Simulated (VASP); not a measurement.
Input:

```yaml
crystal:
  lattice:
    - [0.00000, 3.08817, 3.08817]
    - [3.08817, 0.00000, 3.08817]
    - [3.08817, 3.08817, 0.00000]
  atoms:
    - { symbol: Ba, position: [0.00000, 0.00000, 0.00000] }
    - { symbol: F, position: [0.25000, 0.25000, 0.25000] }
    - { symbol: F, position: [0.75000, 0.75000, 0.75000] }
```

All values below come from PBEsol GGA, VASP's PBE PAW potentials (set 64) (plane waves; VASP 6.6.1). Numerical set-up: 520 eV cut-off, Gaussian smearing of 0.050 eV, potentials Ba_sv F.

Unless said otherwise, spin-orbit coupling is left out, though it shifts the bands of the heavy elements here.

Question: Estimate the band gap (along the path) with the smallest direct gap where there is one.

Answer: 
| Quantity | Value |
|---|---|
| band gap (along the path) | 6.67 eV |
| smallest direct gap (along the path) | 6.76 eV |

The absolute energy has meaning only against runs of the same code, potentials and settings.

The compound is BaF2 in the fluorite structure. It was relaxed first.
